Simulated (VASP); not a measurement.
Calculation: vdW-DF-cx, VASP's PBE PAW potentials (set 64) (plane waves; VASP).

VASP ran on this input.

**KPOINTS**
```
K-points
0
G
16 16 16
```

### POSCAR
```
Rh
1
    0.0000000000     1.9299298049     1.9299298049
    1.9299298049     0.0000000000     1.9299298049
    1.9299298049     1.9299298049     0.0000000000
Rh
1
Direct
  0.0000000000   0.0000000000   0.0000000000
```

**INCAR**
```
AGGAC = 0.0
ALGO = Normal
EDIFF = 1E-7
ENCUT = 520
GGA = CX
ISIF = 2
ISMEAR = 1
LASPH = .True.
LCHARG = .False.
LMAXMIX = 4
LREAL = .False.
LUSE_VDW = .True.
LWAVE = .False.
NELM = 100
PREC = Accurate
SIGMA = 0.1
SYSTEM = Rh
```

POTCAR, in this order: Rh_pv (PBE.64 set). Program: vasp_std.

Output

### OSZICAR
```
       N       E                     dE             d eps       ncg     rms          rms(c)
DAV:   1     0.118061300973E+03    0.11806E+03   -0.93846E+03  3196   0.144E+03
DAV:   2    -0.342940328857E+01   -0.12149E+03   -0.11654E+03  3289   0.386E+02
DAV:   3    -0.490935005808E+01   -0.14799E+01   -0.14748E+01  3634   0.485E+01
DAV:   4    -0.491825264495E+01   -0.89026E-02   -0.89015E-02  3556   0.394E+00
DAV:   5    -0.491839558449E+01   -0.14294E-03   -0.14294E-03  3599   0.465E-01    0.956E+00
DAV:   6    -0.436113460449E+01    0.55726E+00   -0.14117E+00  3319   0.173E+01    0.291E+00
DAV:   7    -0.434592500812E+01    0.15210E-01   -0.17489E-02  3619   0.163E+00    0.147E+00
DAV:   8    -0.434180458296E+01    0.41204E-02   -0.32855E-03  3343   0.921E-01    0.139E-01
DAV:   9    -0.434171785996E+01    0.86723E-04   -0.75102E-05  3724   0.139E-01    0.189E-02
DAV:  10    -0.434172407482E+01   -0.62149E-05   -0.37634E-06  3451   0.279E-02    0.184E-03
DAV:  11    -0.434172409589E+01   -0.21074E-07   -0.16263E-07  2687   0.563E-03
   1 F= -.43417241E+01 E0= -.43416389E+01  d E =-.255496E-03
```

### OUTCAR
```
------------------------ aborting loop because EDIFF is reached ----------------------------------------
  FORCE on cell =-STRESS in cart. coord.  units (eV):
  Direction    XX          YY          ZZ          XY          YZ          ZX
  --------------------------------------------------------------------------------------
  Total       -1.3068537     -1.3068537     -1.3068537      0.0000000      0.0000000      0.0000000
  in kB     -145.6407855   -145.6407855   -145.6407855      0.0000000      0.0000000      0.0000000
  external PRESSURE =    -145.6407855 kB  Pullay stress =       0.0000000 kB
  volume of cell :       14.38
      direct lattice vectors                 reciprocal lattice vectors
     0.000000000  1.929929805  1.929929805    -0.259076780  0.259076780  0.259076780
     1.929929805  0.000000000  1.929929805     0.259076780 -0.259076780  0.259076780
     1.929929805  1.929929805  0.000000000     0.259076780  0.259076780 -0.259076780
 POSITION                                       TOTAL-FORCE (eV/Angst)
 -----------------------------------------------------------------------------------
      0.00000      0.00000      0.00000         0.000000     -0.000000      0.000000
 -----------------------------------------------------------------------------------
    total drift:                                0.000000      0.000000      0.000000
  FREE ENERGIE OF THE ION-ELECTRON SYSTEM (eV)
  ---------------------------------------------------
  free  energy   TOTEN  =        -4.3417240959 eV

  energy  without entropy=       -4.3414686003  energy(sigma->0) =       -4.34163893
```
(Selected blocks of OUTCAR.)

**OUTCAR**
```
 val. band max:       10.9425789025   @ k =   0.4375   0.1250   0.0625

 cond. band min:      10.9510813626   @ k =  -0.3750   0.2500   0.0000


 Fermi energy:        10.9470630899

 k-point     1 :       0.0000    0.0000    0.0000
  band No.  band energies     occupation
      1     -35.2867      2.00000
      2     -35.2867      2.00000
      3     -35.2867      2.00000
      4       3.2882      2.00000
      5       8.0827      2.00000
      6       8.0827      2.00000
      7       8.0827      2.00000
      8      10.0352      2.00000
      9      10.0352      2.00000
     10      27.0118      0.00000
     11      31.4562      0.00000

 k-point     2 :       0.0625    0.0000    0.0000
  band No.  band energies     occupation
      1     -35.3114      2.00000
      2     -35.2901      2.00000
      3     -35.2901      2.00000
      4       3.4393      2.00000
      5       8.0186      2.00000
      6       8.1405      2.00000
      7       8.1405      2.00000
      8      10.0040      2.00000
      9      10.0040      2.00000
     10      27.2202      0.00000
     11      31.3081      0.00000

 k-point     3 :       0.1250    0.0000    0.0000
  band No.  band energies     occupation
      1     -35.3814      2.00000
      2     -35.2997      2.00000
      3     -35.2997      2.00000
      4       3.8685      2.00000
      5       7.8667      2.00000
      6       8.2847      2.00000
      7       8.2847      2.00000
      8       9.9452      2.00000
      9       9.9452      2.00000
     10      27.7420      0.00000
     11      29.6400      0.00000

 k-point     4 :       0.1875    0.0000    0.0000
  band No.  band energies     occupation
      1     -35.4852      2.00000
      2     -35.3140      2.00000
      3     -35.3140      2.00000
      4       4.4820      2.00000
      5       7.7573      2.00000
      6       8.4188      2.00000
      7       8.4188      2.00000
      8       9.9672      2.00000
      9       9.9672      2.00000
...
```

The compound is Rh in the fcc structure. This cell is one point of a volume scan, at 1.06 of the reference volume.
